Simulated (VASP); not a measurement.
Input of a VASP 6.6.1 run:

The input INCAR:

```
PREC     = Accurate       # precision mode
ENCUT    = 600            # plane-wave cutoff, eV
EDIFF    = 1E-6           # SCF threshold, eV
ISMEAR   = 0              # smearing method
SIGMA    = 0.03           # smearing width, eV
LREAL    = F              # projectors in reciprocal space
LASPH    = T              # aspherical terms in the spheres
NELM     = 80             # most SCF steps
ALGO     = Normal         # electronic algorithm
ISIF     = 3              # what is computed and relaxed
LWAVE    = F              # write WAVECAR
LCHARG   = F              # write CHGCAR
GGA      = PE             # functional
IBRION   = 2              # ionic algorithm
NSW      = 90             # ionic steps
EDIFFG   = -0.01          # ionic threshold
```

KPOINTS

```
Automatic mesh
0
Gamma
  8 8 8
```

Contents of POSCAR:

```
BaTiH3
1.0
    3.5161740300      0.0000000000      0.0000000000
    0.0000000000      3.5161740300      0.0000000000
    0.0000000000      0.0000000000      3.5161740300
Ba Ti H
1 1 3
Direct
    0.5000000000      0.5000000000      0.5000000000
    0.0000000000      0.0000000000      0.0000000000
    0.5000000000      0.0000000000      0.0000000000
    0.0000000000      0.5000000000      0.0000000000
    0.0000000000      0.0000000000      0.5000000000
```

Potentials or basis: VASP PAW PBE potentials, release 64 (Ba_sv, Ti_sv, H).

Launch:

```console
$ cat potpaw_PBE.64/Ba_sv/POTCAR potpaw_PBE.64/Ti_sv/POTCAR potpaw_PBE.64/H/POTCAR > POTCAR
$ mpirun -np 1 vasp_std > vasp.out
```

(1) What does it give for the relaxed volume?

(2) What does it give for the relaxed cell?

(3) Estimate the band gap on the k mesh.

(4) Predict the space group after relaxing (to 0.05 Å).

## Answers

(1) 13.64 Å³/atom.

(2) a = 4.086 Å, b = 4.086 Å, c = 4.086 Å, α = 90.00°, β = 90.00°, γ = 90.00°.

(3) none (metal or under the smearing width).

(4) Pm-3m (No. 221).

Caveat: the volume moved by over 15 % at a fixed basis, so the end points are rough.
